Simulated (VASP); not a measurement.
**SiO2 (relaxed from the layer:CdI2 structure): computed properties**

Computed with r2SCAN meta-GGA, VASP's PBE PAW potentials (set 64) (plane waves; VASP).

* **space group**: P-3m1 (164)
* **cell**: a = 2.6793 Å, b = 2.6793 Å, c = 17.6887 Å, α = 90.00°, β = 90.00°, γ = 120.00°
* **band gap (over mesh and band path)**: 7.81 eV
* **smallest direct gap (over mesh and band path)**: 8.43 eV
* **band-edge character**: indirect, K-Γ at 0.58 to Γ

```yaml
crystal:
  lattice:
    - [2.67931, 0.00000, 0.00000]
    - [-1.33966, 2.32035, 0.00000]
    - [0.00000, 0.00000, 17.68870]
  atoms:
    - { symbol: Si, position: [0.00000, 0.00000, 0.50000] }
    - { symbol: O, position: [0.33333, 0.66667, 0.55094] }
    - { symbol: O, position: [0.66667, 0.33333, 0.44906] }
```

The cell holds vacuum, so volume and density refer to the whole cell. The cell holds a wide vacuum, so values per volume refer to the whole cell.

The cell is a sheet with vacuum, built from a generated structure.
